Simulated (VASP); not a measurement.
Data:

```yaml
crystal:
  lattice:
    - [0.00000, 2.79306, 2.79306]
    - [2.79306, 0.00000, 2.79306]
    - [2.79306, 2.79306, 0.00000]
  atoms:
    - { symbol: Be, position: [0.00000, 0.00000, 0.00000] }
    - { symbol: Te, position: [0.25000, 0.25000, 0.25000] }
```

Calculation: PBE GGA with D3 dispersion (Becke-Johnson damping), VASP's PBE PAW potentials (set 64) (plane waves; VASP). Run with 520 eV cut-off, Gaussian smearing of 0.050 eV, potentials Be Te.

Unless said otherwise, spin-orbit coupling is left out, though it shifts the bands of the heavy elements here.

### Question
Give the energies of bands 2 to 7 at the high-symmetry points, in eV from the valence-band maximum.

### Answer

| band | Γ | X | U | L | W |
|---|---|---|---|---|---|
| 2 | 0.00 | -5.25 | -4.88 | -5.70 | -4.69 |
| 3 | 0.00 | -2.74 | -4.02 | -1.18 | -3.83 |
| 4 | 0.00 | -2.74 | -2.31 | -1.18 | -3.33 |
| 5 | 3.59 | 1.91 | 2.67 | 3.14 | 5.30 |
| 6 | 3.59 | 2.63 | 5.28 | 4.58 | 5.53 |
| 7 | 3.59 | 9.86 | 7.97 | 4.58 | 5.61 |

The gap is indirect, 1.91 eV, from the valence maximum at Γ to the conduction minimum at X.

Measured: gap 2.80 eV (computed value off by -0.89 eV), as given by Das et al., (2018), arXiv:1807.05623.

The compound is BeTe in the zinc blende structure. It was relaxed first.
